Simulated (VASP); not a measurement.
```
CSi
1.0
    0.00000     2.19045     2.19045
    2.19045     0.00000     2.19045
    2.19045     2.19045     0.00000
Si C
1 1
Cartesian
  0.00000   0.00000   0.00000
  1.09523   1.09523   1.09523
```

The numbers are results of optB88-vdW, VASP's PBE PAW potentials (set 64) (plane waves; VASP 6.6.1), not measurements. Numerical set-up: 520 eV cut-off, 10×10×10 Γ-centred mesh, Gaussian smearing of 0.050 eV, potentials Si C.

Problem. What does the run give for the energy per atom (σ→0), band gap (on the k-mesh) with the smallest direct gap where there is one?

Solution. 
```
Item                                          Value
-----------------------------------  --------------
band gap (on the k-mesh)                    1.55 eV
smallest direct gap (on the k-mesh)         4.68 eV
energy per atom (σ→0)                -6.348 eV/atom
```

Only differences to runs with the same potentials and settings are physical.

The compound is SiC in the zinc blende structure. It was relaxed first.
